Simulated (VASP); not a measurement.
## TiAl: structure and properties in VASP

Aim: relax TiAl, then compute properties on the relaxed cell. The steps: relaxing cell and atoms (r2SCAN), single point with fields (r2SCAN), band structure (r2SCAN), total and projected DOS (r2SCAN), field gradients at the nuclei (r2SCAN), volume scan with r2SCAN and fit for r2SCAN. The start is a computed cell from the Materials Project.

Main program and level: VASP 6.6.1; r2SCAN; plane waves and PAW (Ti_sv, Al).

**1. The structure**

Before any relaxation, the start is as follows. It takes space group Pm-3m (No. 221, cubic). The conventional cell has a = 3.179 Å, b = 3.179 Å, c = 3.179 Å, α = 90.00°, β = 90.00°, γ = 90.00°. Ti has 8 Al at 2.75 Å nearest. Nearest to Al lie 8 Ti at 2.75 Å. Farther neighbours are not listed.

**2. Relaxing cell and atoms (r2SCAN)**

The start need not lie at this functional's minimum. ISIF = 3 frees volume, shape and positions, and EDIFFG sets the threshold on forces and stress at which the search stops. r2SCAN adds the kinetic-energy density, costs more than a GGA and is run with LASPH.

File INCAR:

```
SYSTEM = TiAl
PREC = Accurate
ENCUT = 400
EDIFF = 1E-06
NELM = 100
ISMEAR = 1
SIGMA = 0.2
LREAL = .FALSE.
ALGO = Normal
METAGGA = R2SCAN
LASPH = .TRUE.
NBANDS = 13
LORBIT = 11
LWAVE = .FALSE.
LCHARG = .FALSE.
KPAR = 2
IBRION = 2
NSW = 60
ISIF = 3
EDIFFG = -0.01
```

File POSCAR:

```
TiAl
1.0
    3.1790640000      0.0000000000      0.0000000000
    0.0000000000      3.1790640000      0.0000000000
    0.0000000000      0.0000000000      3.1790640000
Ti Al
1 1
Direct
    0.0000000000      0.0000000000      0.0000000000
    0.5000000000      0.5000000000      0.5000000000
```

File KPOINTS:

```
Automatic mesh
0
Gamma
8 8 8
0 0 0
```

PAW data sets: Ti_sv and Al (PBE family, release 64).

On the command line:

```
$ mpirun -np 2 vasp_std
```

The log of the run:

```text
[banner, memory and clock lines left out]
running    2 mpi-ranks, on    1 nodes
 distrk:  each k-point on    1 cores,    2 groups
 distr:  one band on    1 cores,    1 groups

 POSCAR found type information on POSCAR TiAl
 POSCAR found :  2 types and       2 ions
|                                                                             |
|               ----> ADVICE to this user running VASP <----                  |
|                                                                             |
|     You enforced a specific xc type in the INCAR file but a different       |
|     [... a line on the potential file left out ...]
|     I HOPE YOU KNOW WHAT YOU ARE DOING!                                     |
|                                                                             |

 LDA part: xc-table for (None), standard interpolation
 POSCAR, INCAR and KPOINTS ok, starting setup
 FFT: planning ... GRIDC
 FFT: planning ... GRID_SOFT
 FFT: planning ... GRID
 WAVECAR not read
 entering main loop
       N       E                     dE             d eps       ncg     rms          rms(c)
DAV:   1     0.783612610748E+02    0.78361E+02   -0.64658E+03   910   0.102E+03
DAV:   2    -0.193925730048E+02   -0.97754E+02   -0.94547E+02   955   0.290E+02
DAV:   3    -0.248155570723E+02   -0.54230E+01   -0.52539E+01  1384   0.667E+01
DAV:   4    -0.249721295002E+02   -0.15657E+00   -0.15635E+00  1050   0.104E+01
DAV:   5    -0.249767033436E+02   -0.45738E-02   -0.45731E-02  1358   0.169E+00    0.113E+01
DAV:   6    -0.202978753552E+02    0.46788E+01   -0.84911E+00  1083   0.437E+01    0.319E+00
DAV:   7    -0.202884360869E+02    0.94393E-02   -0.41551E-01  1038   0.748E+00    0.175E+00
DAV:   8    -0.202990131859E+02   -0.10577E-01   -0.32758E-02  1181   0.203E+00    0.311E-01
DAV:   9    -0.202994068125E+02   -0.39363E-03   -0.51108E-03  1140   0.785E-01    0.168E-01
DAV:  10    -0.202994903759E+02   -0.83563E-04   -0.44968E-04  1076   0.236E-01    0.246E-02
DAV:  11    -0.202994814878E+02    0.88881E-05   -0.88803E-05  1020   0.121E-01    0.174E-02
DAV:  12    -0.202994817531E+02   -0.26535E-06   -0.41302E-06  1106   0.268E-02
   1 F= -.20299482E+02 E0= -.20297801E+02  d E =-.202995E+02
 curvature:   0.00 expect dE= 0.000E+00 dE for cont linesearch  0.000E+00
 trial: gam= 0.00000 g(F)=  0.000E+00 g(S)=  0.168E-02 ort = 0.000E+00 (trialstep = 0.100E+01)
 search vector abs. value=  0.168E-02
 bond charge predicted
       N       E                     dE             d eps       ncg     rms          rms(c)
DAV:   1    -0.203244517017E+02   -0.24970E-01   -0.45961E-01   970   0.997E+00    0.135E+00
DAV:   2    -0.203008955140E+02    0.23556E-01   -0.97510E-02   980   0.451E+00    0.317E-01
DAV:   3    -0.202992364270E+02    0.16591E-02   -0.60097E-03  1063   0.778E-01    0.102E-01
DAV:   4    -0.202994534264E+02   -0.21700E-03   -0.20533E-03  1183   0.254E-01    0.614E-02
DAV:   5    -0.202996705827E+02   -0.21716E-03   -0.14032E-04  1079   0.101E-01    0.425E-02
DAV:   6    -0.202998493879E+02   -0.17881E-03   -0.45514E-04  1406   0.108E-01    0.144E-02
DAV:   7    -0.202998472930E+02    0.20949E-05   -0.14355E-05  1051   0.372E-02    0.479E-03
DAV:   8    -0.202998468059E+02    0.48715E-06   -0.19697E-06   980   0.123E-02
   2 F= -.20299847E+02 E0= -.20298179E+02  d E =-.365053E-03
 trial-energy change:   -0.000365  1 .order   -0.000362   -0.001676    0.000953
 step:   0.6375(harm=  0.6375)  dis= 0.00000  next Energy=   -20.300016 (dE=-0.534E-03)
 bond charge predicted
       N       E                     dE             d eps       ncg     rms          rms(c)
DAV:   1    -0.203033236151E+02   -0.34763E-02   -0.60875E-02   965   0.365E+00    0.495E-01
DAV:   2    -0.203002343272E+02    0.30893E-02   -0.13602E-02   980   0.167E+00    0.116E-01
DAV:   3    -0.202999887408E+02    0.24559E-03   -0.81422E-04  1047   0.298E-01    0.372E-02
DAV:   4    -0.203000128477E+02   -0.24107E-04   -0.28265E-04  1154   0.931E-02    0.226E-02
DAV:   5    -0.203000376956E+02   -0.24848E-04   -0.20425E-05  1048   0.410E-02    0.159E-02
DAV:   6    -0.203000539494E+02   -0.16254E-04   -0.61606E-05  1398   0.416E-02    0.523E-03
DAV:   7    -0.203000530063E+02    0.94307E-06   -0.19353E-06   777   0.144E-02
   3 F= -.20300053E+02 E0= -.20298381E+02  d E =-.571253E-03
 curvature:  -0.32 expect dE=-0.394E-06 dE for cont linesearch -0.394E-06
 trial: gam= 0.00000 g(F)=  0.149E-64 g(S)=  0.124E-05 ort =-0.455E-04 (trialstep = 0.928E+00)
 search vector abs. value=  0.124E-05
 reached required accuracy - stopping structural energy minimisation
```

Run time: 24 s. Hardware: 2 MPI ranks of Intel Xeon 6975P-C (Granite Rapids), shared host; peak memory 0.25 GiB; 39 s of CPU time.

The logs omit lines about the potential files and the build; timing stands in the text.

Parts of OUTCAR (step 2):

```text
ion  position               nearest neighbor table
   1  0.000  0.000  0.000-   2 2.75   2 2.75   2 2.75   2 2.75   2 2.75   2 2.75   2 2.75   2 2.75

  LATTYP: Found a simple cubic cell.
 ALAT       =     3.1790640000

 Subroutine GETGRP returns: Found 48 space group operations
 (whereof 48 operations were pure point group operations)

The static configuration has the point symmetry O_h .

 Found     35 irreducible k-points:

   k-points           NKPTS =     35   k-points in BZ     NKDIM =     35   number of bands    NBANDS=     13

   dimension x,y,z NGX =    24 NGY =   24 NGZ =   24
   dimension x,y,z NGXF=    48 NGYF=   48 NGZF=   48

   ENCUT  =  400.0 eV  29.40 Ry    5.42 a.u.   5.18  5.18  5.18*2*pi/ulx,y,z

   NELECT =      15.0000    total number of electrons

 k-points in reciprocal lattice and weights: Automatic mesh
   0.00000000  0.00000000  0.00000000       0.002
   0.12500000  0.00000000  0.00000000       0.012
   0.25000000  0.00000000  0.00000000       0.012
   0.37500000  0.00000000  0.00000000       0.012
   0.50000000  0.00000000  0.00000000       0.006
   0.12500000  0.12500000  0.00000000       0.023
   0.25000000  0.12500000  0.00000000       0.047
   0.37500000  0.12500000  0.00000000       0.047
   0.50000000  0.12500000  0.00000000       0.023
[...]
0.50000000  0.50000000  0.37500000       0.012
   0.50000000  0.50000000  0.50000000       0.002

 average (electrostatic) potential at core
       1 -76.5725       2 -74.1517

 E-fermi :   8.9039

 k-point     1 :       0.0000    0.0000    0.0000
  band No.  band energies     occupation
    ...
      3     -25.5180      2.00000
      4     -25.5180      2.00000
      5      -0.9772      2.00000
      6       7.2666      2.00000
      7       7.2666      2.00000
      8      10.9663     -0.00000
      9      10.9663     -0.00000
     10      10.9663     -0.00000
     11      13.5657      0.00000
     12      13.5657      0.00000
    ...

 k-point     2 :       0.1250    0.0000    0.0000
  band No.  band energies     occupation
    ...
      3     -25.5156      2.00000
      4     -25.5156      2.00000
      5      -0.7151      2.00000
      6       7.0989      2.00000
      7       7.3865      2.00000
      8      10.5485     -0.00000
      9      10.5485     -0.00000
     10      10.9968     -0.00000
     11      12.6662     -0.00000
     12      14.1751      0.00000
    ...

 k-point     3 :       0.2500    0.0000    0.0000
  band No.  band energies     occupation
    ...
      3     -25.5098      2.00000
      4     -25.5097      2.00000
      5       0.0489      2.00000
      6       6.2671      2.00000
      7       7.7032      2.00000
      8       9.8649     -0.00000
      9       9.8649     -0.00000
     10      11.0721     -0.00000
     11      11.8125     -0.00000
     12      15.4589      0.00000
    ...

  Total        0.0041330      0.0041330      0.0041330     -0.0000000     -0.0000000     -0.0000000
  in kB        0.2075564      0.2075564      0.2075564     -0.0000000     -0.0000000     -0.0000000
  external PRESSURE =       0.2075564 kB  Pullay stress =       0.0000000 kB

  energy-cutoff  :      400.00
  volume of cell :       31.90
      direct lattice vectors                 reciprocal lattice vectors
     3.171623796 -0.000000000 -0.000000000     0.315295907 -0.000000000 -0.000000000
     0.000000000  3.171623796  0.000000000     0.000000000  0.315295907 -0.000000000
     0.000000000  0.000000000  3.171623796     0.000000000 -0.000000000  0.315295907

 POSITION                                       TOTAL-FORCE (eV/Angst)
 -----------------------------------------------------------------------------------
      0.00000      0.00000      0.00000        -0.000000      0.000000      0.000000
      1.58581      1.58581      1.58581         0.000000     -0.000000     -0.000000
 -----------------------------------------------------------------------------------
    total drift:                                0.000000      0.000000      0.000000

  FREE ENERGIE OF THE ION-ELECTRON SYSTEM (eV)
  ---------------------------------------------------
  free  energy   TOTEN  =       -20.3000530063 eV

  energy  without entropy=      -20.2950373934  energy(sigma->0) =      -20.29838114

 reached required accuracy - stopping structural energy minimisation

 total charge
# of ion       s       p       d       tot
------------------------------------------
    1        2.188   6.133   1.928  10.249
    2        0.422   0.420   0.000   0.841
--------------------------------------------------
tot          2.610   6.553   1.928  11.091

[... 3 further parts left out ...]
```

CONTCAR:

```
TiAl
   1.00000000000000
     3.1716237955843596   -0.0000000000000000   -0.0000000000000000
     0.0000000000000000    3.1716237955843596    0.0000000000000000
     0.0000000000000000    0.0000000000000000    3.1716237955843596
  Ti              Al
     1     1
Direct
     0.0000000000000000    0.0000000000000000    0.0000000000000000
     0.5000000000000000    0.5000000000000000    0.5000000000000000
```

This run has no spin polarisation. Its electron count is odd, so without a moment it is a metal by construction. The k-mesh is coarse for a metal. The PAW data sets were made with PBE, which is usual practice but a small mismatch for other functionals. The run keeps the 48 symmetry operations of its start, so it cannot find a distortion of lower symmetry.

The steps of the relaxation:

```csv
step,energy less that of the first step (eV),largest force (eV/Å),pressure (GPa),volume (Å³)
1,0.0000,0.0000,-0.76,32.13
2,-0.0004,0.0000,0.44,31.78
3,-0.0006,0.0000,0.02,31.90
```

```csv
"conventional cell, symmetrised",before,after,change
a (Å),3.179,3.172,-0.2 %
b (Å),3.179,3.172,-0.2 %
c (Å),3.179,3.172,-0.2 %
volume (Å³/atom),16.06,15.95,-0.7 %
```

Final coordinates:

```
Ti Al
1.0
     3.17162    0.00000    0.00000
     0.00000    3.17162    0.00000
     0.00000    0.00000    3.17162
Ti Al
1 1
Cartesian
  0.0000 0.0000 0.0000
  1.5858 1.5858 1.5858
```

This step gave:

```
electrons                       : 15
bands                           : 13
irreducible k-points            : 35
symmetry operations             : 48
free energy (TOTEN)             : -20.30 eV
energy at zero smearing         : -20.30 eV
Fermi energy                    : 8.904 eV
pressure                        : 0.02076 GPa
metallic                        : yes
SCF cycles over all ionic steps : 27
```

It ends with forces that vanish by symmetry and a pressure of 0.02 GPa.

(Continued in part 2 of 4.)

[Lines on the potential files, build, host, timing and source positions are cut from VASP's logs without a mark.]

[Logs are printed without paths, hosts, clocks, repeated set-up lines and the standing remarks that a program may print on its own settings, such as how far it seeks lower states.]

[Hosts, paths, dates, database ids (printed as entryN), source tags and the programs' standing remarks are cut or masked in the printed files.]

[A measured line is paired with the nearest computed mode of its activity, which favours agreement.]
